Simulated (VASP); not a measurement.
# CdSe: excitons from the Bethe-Salpeter equation

Wanted: the lowest vertical excitons of CdSe and its absorption. The cell is of the zinc-blende type, one of the forms listed for this formula. The start joins lattice constants measured in a paper with the fractional positions of a database entry.

Program: VASP 6.6.1. Level of theory: PBE; plane waves and PAW (Cd, Se), in the first sound run; inputs show where later runs differ. Results are calculated unless marked as measured.

## (1) Starting point

The structure is cubic, space group F-43m (No. 216). Conventional cell: a = 6.050 Å, b = 6.050 Å, c = 6.050 Å, α = 90.00°, β = 90.00°, γ = 90.00°. Nearest to Cd lie 4 Se at 2.62 Å. Nearest to Se lie 4 Cd at 2.62 Å. Farther neighbours and most contacts between anions are not listed.

## (2) Relaxation

The atoms are relaxed first inside the given cell, which is kept (ISIF = 2), since band edges depend on the positions.

Contents of INCAR:

```
SYSTEM = CdSe
PREC = Accurate
ENCUT = 400
EDIFF = 1E-06
NELM = 100
ISMEAR = 0
SIGMA = 0.05
LREAL = .FALSE.
ALGO = Normal
GGA = PE
NBANDS = 15
LWAVE = .FALSE.
LCHARG = .FALSE.
KPAR = 8
IBRION = 2
NSW = 60
ISIF = 2
EDIFFG = -0.01
```

Contents of POSCAR:

```
CdSe
1.0
    0.0000000000      3.0250000000      3.0250000000
    3.0250000000      0.0000000000      3.0250000000
    3.0250000000      3.0250000000      0.0000000000
Cd Se
1 1
Direct
    0.0000000000      0.0000000000      0.0000000000
    0.7500000000      0.7500000000      0.7500000000
```

Contents of KPOINTS:

```
Automatic mesh
0
Gamma
6 6 6
0 0 0
```

The projector-augmented-wave data sets are Cd and Se (PBE family, release 64).

Started as:

```
$ mpirun -np 8 vasp_std
```

Output:

```text
[banner, memory and clock lines left out]
running    8 mpi-ranks, on    1 nodes
 distrk:  each k-point on    1 cores,    8 groups
 distr:  one band on    1 cores,    1 groups

 POSCAR found type information on POSCAR CdSe
 POSCAR found :  2 types and       2 ions
|                                                                             |
|           W    W    AA    RRRRR   N    N  II  N    N   GGGG   !!!           |
|           W    W   A  A   R    R  NN   N  II  NN   N  G    G  !!!           |
|           W    W  A    A  R    R  N N  N  II  N N  N  G       !!!           |
|           W WW W  AAAAAA  RRRRR   N  N N  II  N  N N  G  GGG   !            |
|           WW  WW  A    A  R   R   N   NN  II  N   NN  G    G                |
|           W    W  A    A  R    R  N    N  II  N    N   GGGG   !!!           |
|                                                                             |
|     For optimal performance we recommend to set                             |
|       NCORE = 2 up to number-of-cores-per-socket                            |
|     NCORE specifies how many cores store one orbital (NPAR=cpu/NCORE).      |
|     This setting can greatly improve the performance of VASP for DFT.       |
|     The default, NCORE=1 might be grossly inefficient on modern             |
|     multi-core architectures or massively parallel machines. Do your        |
|     Unfortunately you need to use the default for GW and RPA                |
|     calculations (for HF NCORE is supported but not extensively tested      |
|     yet).                                                                   |
|                                                                             |

 LDA part: xc-table for (Slater+PW92), standard interpolation
 POSCAR, INCAR and KPOINTS ok, starting setup
 FFT: planning ... GRIDC
 FFT: planning ... GRID_SOFT
 FFT: planning ... GRID
 WAVECAR not read
 entering main loop
       N       E                     dE             d eps       ncg     rms          rms(c)
DAV:   1     0.921162579320E+02    0.92116E+02   -0.78215E+03   496   0.881E+02
DAV:   2    -0.258328665565E+01   -0.94700E+02   -0.90880E+02   592   0.240E+02
DAV:   3    -0.580267834844E+01   -0.32194E+01   -0.32156E+01   557   0.472E+01
DAV:   4    -0.581537930158E+01   -0.12701E-01   -0.12701E-01   606   0.286E+00
DAV:   5    -0.581546320899E+01   -0.83907E-04   -0.83907E-04   592   0.202E-01    0.650E+00
DAV:   6    -0.546063134777E+01    0.35483E+00   -0.55292E-01   655   0.947E+00    0.509E+00
DAV:   7    -0.543756663373E+01    0.23065E-01   -0.15831E-01   515   0.277E+00    0.215E+00
DAV:   8    -0.543839778353E+01   -0.83115E-03   -0.14895E-02   522   0.160E+00    0.258E-01
DAV:   9    -0.543853877865E+01   -0.14100E-03   -0.16369E-03   564   0.564E-01    0.483E-02
DAV:  10    -0.543860799917E+01   -0.69221E-04   -0.18747E-04   543   0.183E-01    0.433E-02
DAV:  11    -0.543865267870E+01   -0.44680E-04   -0.76824E-05   501   0.580E-02    0.142E-02
DAV:  12    -0.543865251790E+01    0.16081E-06   -0.35377E-06   641   0.263E-02
   1 F= -.54386525E+01 E0= -.54386525E+01  d E =-.543865E+01
 curvature:   0.00 expect dE= 0.000E+00 dE for cont linesearch  0.000E+00
 trial: gam= 0.00000 g(F)=  0.147E-45 g(S)=  0.000E+00 ort = 0.000E+00 (trialstep = 0.100E+01)
 search vector abs. value=  0.100E-09
 reached required accuracy - stopping structural energy minimisation
```

Run time: 1.6 s. Hardware: 8 MPI ranks of AMD EPYC 9R45, shared host; peak memory 1.1 GiB; 8.6 s of CPU time.

The logs omit lines about the potential files and the build; timing stands in the text.

From OUTCAR (step 2):

```text
ion  position               nearest neighbor table
   1  0.000  0.000  0.000-   2 2.62   2 2.62   2 2.62   2 2.62
   2  0.750  0.750  0.750-   1 2.62   1 2.62   1 2.62   1 2.62

  LATTYP: Found a face centered cubic cell.
 ALAT       =     6.0500000000

 Subroutine GETGRP returns: Found 24 space group operations
 (whereof 24 operations were pure point group operations)

The static configuration has the point symmetry T_d .

 Found     16 irreducible k-points:

   k-points           NKPTS =     16   k-points in BZ     NKDIM =     16   number of bands    NBANDS=     15

   dimension x,y,z NGX =    28 NGY =   28 NGZ =   28
   dimension x,y,z NGXF=    56 NGYF=   56 NGZF=   56

   ENCUT  =  400.0 eV  29.40 Ry    5.42 a.u.   6.98  6.98  6.98*2*pi/ulx,y,z

   NELECT =      18.0000    total number of electrons

 k-points in reciprocal lattice and weights: Automatic mesh
   0.00000000  0.00000000  0.00000000       0.005
   0.16666667  0.00000000  0.00000000       0.037
   0.33333333  0.00000000  0.00000000       0.037
   0.50000000  0.00000000  0.00000000       0.019
   0.16666667  0.16666667  0.00000000       0.028
   0.33333333  0.16666667  0.00000000       0.111
   0.50000000  0.16666667  0.00000000       0.111
  -0.33333333  0.16666667  0.00000000       0.111
  -0.16666667  0.16666667  0.00000000       0.056
[...]
-0.33333333  0.33333333  0.16666667       0.111
  -0.33333333  0.50000000  0.16666667       0.056

 average (electrostatic) potential at core
       1 -39.8840       2 -56.3508

 E-fermi :   1.2859

 k-point     1 :       0.0000    0.0000    0.0000
  band No.  band energies     occupation
    ...
      5      -6.5256      2.00000
      6      -6.5256      2.00000
      7       1.0756      2.00000
      8       1.0756      2.00000
      9       1.0756      2.00000
     10       1.7138      0.00000
     11       7.0064      0.00000
     12       7.0064      0.00000
     13       7.0064      0.00000
     14      10.9234      0.00000
    ...

 k-point     2 :       0.1667    0.0000    0.0000
  band No.  band energies     occupation
    ...
      5      -6.5269      2.00000
      6      -6.5269      2.00000
      7      -0.6513      2.00000
      8       0.8585      2.00000
      9       0.8585      2.00000
     10       3.0237      0.00000
     11       6.7897      0.00000
     12       7.3373      0.00000
     13       7.3373      0.00000
     14      11.2237      0.00000
    ...

 k-point     3 :       0.3333    0.0000    0.0000
  band No.  band energies     occupation
    ...
      5      -6.5157      2.00000
      6      -6.5156      2.00000
      7      -2.5113      2.00000
      8       0.4759      2.00000
      9       0.4759      2.00000
     10       3.5069      0.00000
     11       7.5837      0.00000
     12       7.5837      0.00000
     13       7.6921      0.00000
     14      10.9569      0.00000
    ...

  Total        1.3036771      1.3036771      1.3036771     -0.0000000     -0.0000000      0.0000000
  in kB       37.7289290     37.7289290     37.7289290     -0.0000000     -0.0000000      0.0000000
  external PRESSURE =      37.7289290 kB  Pullay stress =       0.0000000 kB

  energy-cutoff  :      400.00
  volume of cell :       55.36
      direct lattice vectors                 reciprocal lattice vectors
     0.000000000  3.025000000  3.025000000    -0.165289256  0.165289256  0.165289256
     3.025000000  0.000000000  3.025000000     0.165289256 -0.165289256  0.165289256
     3.025000000  3.025000000  0.000000000     0.165289256  0.165289256 -0.165289256

 POSITION                                       TOTAL-FORCE (eV/Angst)
 -----------------------------------------------------------------------------------
      0.00000      0.00000      0.00000         0.000000      0.000000      0.000000
      4.53750      4.53750      4.53750        -0.000000     -0.000000     -0.000000
 -----------------------------------------------------------------------------------
    total drift:                                0.000001      0.000001      0.000001

  FREE ENERGIE OF THE ION-ELECTRON SYSTEM (eV)
  ---------------------------------------------------
  free  energy   TOTEN  =        -5.4386525179 eV

  energy  without entropy=       -5.4386525179  energy(sigma->0) =       -5.43865252

 reached required accuracy - stopping structural energy minimisation

[... 3 further parts left out ...]
```

The run keeps the 24 symmetry operations of its start, so it cannot find a distortion of lower symmetry.

The forces vanish from the start, and no atom moves.

This step gave:

```yaml
free_energy_toten: -5.439 eV
fermi_energy: 1.286 eV
pressure: 3.773 GPa
```

The forces stay under 1e-4 eV/Å.

## (3) Ground state

This step: PBE; plane waves and PAW (Cd_GW, Se_GW) (VASP 6.6.1).

The orbitals come from a self-consistent PBE run with a tight EDIFF and a narrow smearing. KPOINTS_OPT adds the bands along a path, which shows whether the mesh holds the band edges.

Contents of INCAR:

```
SYSTEM = CdSe
PREC = Accurate
ENCUT = 300
EDIFF = 1E-08
NELM = 100
ISMEAR = 0
SIGMA = 0.01
LREAL = .FALSE.
ALGO = Normal
GGA = PE
NBANDS = 15
LORBIT = 11
LWAVE = .TRUE.
LCHARG = .FALSE.
KPAR = 8
```

POSCAR is that of step 2.

KPOINTS is that of step 2.

Contents of KPOINTS_OPT:

```
Line mode
12
Line-mode
Reciprocal
  0.00000000   0.00000000   0.00000000 GAMMA
  0.50000000   0.00000000   0.50000000 X

  0.50000000   0.00000000   0.50000000 X
  0.50000000   0.25000000   0.75000000 W

  0.50000000   0.25000000   0.75000000 W
  0.37500000   0.37500000   0.75000000 K

  0.37500000   0.37500000   0.75000000 K
  0.00000000   0.00000000   0.00000000 GAMMA

  0.00000000   0.00000000   0.00000000 GAMMA
  0.50000000   0.50000000   0.50000000 L

  0.50000000   0.50000000   0.50000000 L
  0.62500000   0.25000000   0.62500000 U

  0.62500000   0.25000000   0.62500000 U
  0.50000000   0.25000000   0.75000000 W

  0.50000000   0.25000000   0.75000000 W
  0.50000000   0.50000000   0.50000000 L

  0.50000000   0.50000000   0.50000000 L
  0.37500000   0.37500000   0.75000000 K

  0.62500000   0.25000000   0.62500000 U
  0.50000000   0.00000000   0.50000000 X
```

The projector-augmented-wave data sets are Cd_GW and Se_GW (PBE family, release 64).

Started as:

```
$ mpirun -np 8 vasp_std
```

Output:

```text
[banner, memory and clock lines left out]
running    8 mpi-ranks, on    1 nodes
 distrk:  each k-point on    1 cores,    8 groups
 distr:  one band on    1 cores,    1 groups

 POSCAR found type information on POSCAR CdSe
 POSCAR found :  2 types and       2 ions
 [... a notice as in an earlier step ...]

 LDA part: xc-table for (Slater+PW92), standard interpolation
 POSCAR, INCAR and KPOINTS ok, starting setup
 FFT: planning ... GRIDC
 FFT: planning ... GRID_SOFT
 FFT: planning ... GRID
 WAVECAR not read
 entering main loop
       N       E                     dE             d eps       ncg     rms          rms(c)
DAV:   1     0.634630622740E+02    0.63463E+02   -0.70717E+03   568   0.731E+02
DAV:   2    -0.260947230260E+01   -0.66073E+02   -0.63808E+02   705   0.217E+02
DAV:   3    -0.581919375878E+01   -0.32097E+01   -0.32022E+01   648   0.472E+01
DAV:   4    -0.586329397375E+01   -0.44100E-01   -0.44092E-01   706   0.494E+00
DAV:   5    -0.586528241426E+01   -0.19884E-02   -0.19884E-02   655   0.995E-01    0.629E+00
DAV:   6    -0.550497467128E+01    0.36031E+00   -0.49880E-01   620   0.894E+00    0.487E+00
DAV:   7    -0.547956256367E+01    0.25412E-01   -0.22550E-01   573   0.311E+00    0.179E+00
DAV:   8    -0.547912409539E+01    0.43847E-03   -0.23432E-02   643   0.179E+00    0.294E-01
DAV:   9    -0.547903180655E+01    0.92289E-04   -0.34252E-03   564   0.805E-01    0.695E-02
DAV:  10    -0.547896401767E+01    0.67789E-04   -0.34869E-04   672   0.254E-01    0.411E-02
DAV:  11    -0.547900785754E+01   -0.43840E-04   -0.13646E-04   603   0.104E-01    0.137E-02
DAV:  12    -0.547900608962E+01    0.17679E-05   -0.15190E-05   655   0.451E-02    0.342E-03
DAV:  13    -0.547900665822E+01   -0.56861E-06   -0.37309E-06   578   0.155E-02    0.440E-03
DAV:  14    -0.547900658204E+01    0.76183E-07   -0.48060E-07   684   0.488E-03    0.509E-04
DAV:  15    -0.547900664656E+01   -0.64525E-07   -0.42889E-08   640   0.154E-03    0.277E-04
DAV:  16    -0.547900666872E+01   -0.22153E-07   -0.50176E-09   520   0.968E-04    0.169E-04
DAV:  17    -0.547900666671E+01    0.20086E-08   -0.90252E-10   366   0.330E-04
   1 F= -.54790067E+01 E0= -.54790067E+01  d E =-.699464E-48
 Start KPOINTS_OPT (optional k-point list driver)
k-point batch [1-16\120]
       N       E                     dE             ncg
DAV:   1     0.577801603290E+02   -0.47342E+04      544
DAV:   2    -0.108605534669E+04   -0.11438E+04      676
DAV:   3    -0.114098825151E+04   -0.54933E+02      677
DAV:   4    -0.114182629137E+04   -0.83804E+00      670
DAV:   5    -0.114184922732E+04   -0.22936E-01      670
DAV:   6    -0.114184947473E+04   -0.24741E-03      677
DAV:   7    -0.114184947950E+04   -0.47709E-05      675
DAV:   8    -0.114184947957E+04   -0.72344E-07      670
DAV:   9    -0.114184947958E+04   -0.73783E-09      457
[...]
k-point batch [113-120\120]
       N       E                     dE             ncg
DAV:   1     0.358844929841E+04   -0.39223E+04      296
DAV:   2     0.309640427511E+04   -0.49205E+03      345
DAV:   3     0.307491137534E+04   -0.21493E+02      359
DAV:   4     0.307462645739E+04   -0.28492E+00      339
DAV:   5     0.307461881198E+04   -0.76454E-02      373
DAV:   6     0.307461874177E+04   -0.70209E-04      346
DAV:   7     0.307461874022E+04   -0.15541E-05      373
DAV:   8     0.307461874021E+04   -0.89440E-08      324
 writing wavefunctions
```

Elapsed: 3.2 s, on 8 MPI ranks; peak memory 1 GiB.

From OUTCAR (step 3):

```text
The static configuration has the point symmetry T_d .

 Found     16 irreducible k-points:

   dimension x,y,z NGX =    24 NGY =   24 NGZ =   24
   dimension x,y,z NGXF=    48 NGYF=   48 NGZF=   48

   ENCUT  =  300.0 eV  22.05 Ry    4.70 a.u.   6.04  6.04  6.04*2*pi/ulx,y,z

   NELECT =      18.0000    total number of electrons

 E-fermi :   2.3662

 k-point     1 :       0.0000    0.0000    0.0000
  band No.  band energies     occupation
    ...
      5      -5.3169      2.00000
      6      -5.3169      2.00000
      7       2.2654      2.00000
      8       2.2654      2.00000
      9       2.2654      2.00000
     10       2.8896      0.00000
     11       8.1951      0.00000
     12       8.1951      0.00000
     13       8.1951      0.00000
     14      12.1034      0.00000
    ...

 k-point     2 :       0.1667    0.0000    0.0000
  band No.  band energies     occupation
    ...
      5      -5.3178      2.00000
      6      -5.3178      2.00000
      7       0.5403      2.00000
      8       2.0486      2.00000
      9       2.0486      2.00000
     10       4.1994      0.00000
     11       7.9679      0.00000
     12       8.5247      0.00000
     13       8.5247      0.00000
     14      12.4090      0.00000
    ...

  Total        1.2742508      1.2742508      1.2742508     -0.0000000     -0.0000000      0.0000000
  in kB       36.8773216     36.8773216     36.8773216     -0.0000000     -0.0000000      0.0000000
  external PRESSURE =      36.8773216 kB  Pullay stress =       0.0000000 kB

  energy-cutoff  :      300.00
  volume of cell :       55.36
      direct lattice vectors                 reciprocal lattice vectors
     0.000000000  3.025000000  3.025000000    -0.165289256  0.165289256  0.165289256
     3.025000000  0.000000000  3.025000000     0.165289256 -0.165289256  0.165289256
     3.025000000  3.025000000  0.000000000     0.165289256  0.165289256 -0.165289256

 POSITION                                       TOTAL-FORCE (eV/Angst)
 -----------------------------------------------------------------------------------
      0.00000      0.00000      0.00000        -0.000000     -0.000000     -0.000000
      4.53750      4.53750      4.53750         0.000000      0.000000      0.000000
 -----------------------------------------------------------------------------------
    total drift:                               -0.000001     -0.000001     -0.000001

  FREE ENERGIE OF THE ION-ELECTRON SYSTEM (eV)
  ---------------------------------------------------
  free  energy   TOTEN  =        -5.4790066667 eV

  energy  without entropy=       -5.4790066667  energy(sigma->0) =       -5.47900667

 total charge
# of ion       s       p       d       f       tot
--------------------------------------------------
    1        0.521   0.420   9.691   0.019  10.651
    2        1.430   2.365   0.024   0.000   3.818
--------------------------------------------------
tot          1.951   2.785   9.714   0.019  14.469

[... 5 parts as in an earlier step ...]

[... 5 further parts left out ...]
```

This step gave:

| Property | Result |
| --- | --- |
| free energy (TOTEN) | -5.479 eV |
| Fermi energy | 2.366 eV |
| pressure | 3.688 GPa |
| least gap on mesh and path | 0.6242 eV |
| least direct gap on mesh and path | 0.6242 eV |

The highest empty bands on the path are converged less tightly, to about 0.1 eV. The electronic bands at the labelled points (eV, zero at the valence-band top; v1 is the highest filled band, c1 the lowest empty one):

```tsv
point	v4	v3	v2	v1	c1	c2	c3	c4
Γ	-7.58	0.00	0.00	0.00	0.62	5.93	5.93	5.93
0.45 of the way	-7.56	-2.36	-0.93	-0.93	3.14	4.36	7.41	7.41
X	-7.21	-4.16	-1.91	-1.91	3.11	3.77	9.16	10.30
0.45 of the way	-7.15	-4.12	-2.08	-2.08	3.73	4.25	8.56	8.65
W	-7.07	-4.06	-2.29	-2.28	5.09	5.21	6.49	7.60
0.55 of the way	-7.10	-4.08	-2.53	-1.81	4.19	5.20	7.38	8.08
K	-7.12	-4.10	-2.59	-1.56	3.71	5.18	8.29	8.62
0.45 of the way	-7.51	-3.20	-1.64	-0.53	3.40	5.82	6.22	6.78
Γ	-7.58	0.00	0.00	0.00	0.62	5.93	5.93	5.93
0.45 of the way	-7.58	-2.45	-0.36	-0.36	2.24	5.86	6.42	6.42
L	-7.28	-4.48	-0.77	-0.77	2.40	6.45	6.45	7.44
0.45 of the way	-7.21	-4.31	-1.74	-1.04	3.43	5.65	7.10	7.52
U	-7.12	-4.10	-2.59	-1.56	3.71	5.18	8.29	8.62
0.45 of the way	-7.10	-4.08	-2.53	-1.81	4.19	5.20	7.38	8.08
W	-7.07	-4.06	-2.29	-2.28	5.09	5.21	6.49	7.60
0.45 of the way	-7.17	-4.19	-2.15	-1.35	4.06	5.39	6.80	8.23
L	-7.28	-4.48	-0.77	-0.77	2.40	6.45	6.45	7.44
0.45 of the way	-7.21	-4.31	-1.74	-1.04	3.43	5.65	7.10	7.52
K	-7.12	-4.10	-2.59	-1.56	3.71	5.18	8.29	8.62
jump to U	-7.12	-4.10	-2.59	-1.56	3.71	5.18	8.29	8.62
0.45 of the way	-7.16	-4.13	-2.24	-1.80	3.42	4.23	8.75	9.54
X	-7.21	-4.16	-1.91	-1.91	3.11	3.77	9.16	10.30
```

Of the projections kept (Cd, Se), the largest for each band there; the rest of the weight can lie on other orbitals:

```tsv
point	v4	v3	v2	v1	c1	c2	c3	c4
Γ	Cd 1.00	Se 0.79	Se 0.79	Se 0.79	Cd 0.60	Cd 0.78	Cd 0.78	Cd 0.78
X	Cd 0.94	Cd 0.56	Se 0.75	Se 0.75	Cd 0.69	Cd 0.68	Se 0.77	Cd 0.53
W	Cd 0.93	Cd 0.53	Se 0.69	Se 0.74	Cd 0.51	Se 0.62	Cd 0.70	Cd 0.50
K	Cd 0.94	Cd 0.53	Se 0.71	Se 0.75	Cd 0.68	Se 0.54	Se 0.71	Cd 0.53
Γ	Cd 1.00	Se 0.79	Se 0.79	Se 0.79	Cd 0.60	Cd 0.78	Cd 0.78	Cd 0.78
L	Cd 0.96	Se 0.54	Se 0.76	Se 0.76	Cd 0.68	Cd 0.69	Cd 0.69	Se 0.75
```

The cell has a gap of 0.624 eV on mesh and path and a pressure of +3.7 GPa, which holds the misfit of the given cell and coordinates with this functional, and any error of cutoff, mesh and data sets. Spin-orbit coupling is left out, which can shift or reorder these edges.

(Part 1 of 3 ends here.)

[Lines on the potential files, build, host, timing and source positions are cut from VASP's logs without a mark.]

[Logs are printed without paths, hosts, clocks, repeated set-up lines and the standing remarks that a program may print on its own settings, such as how far it seeks lower states.]

[Hosts, paths, dates, database ids (printed as entryN), source tags and the programs' standing remarks are cut or masked in the printed files.]

[Pressures printed for these runs are not shown converged in the cutoff: they can be off by several GPa and have the wrong sign.]
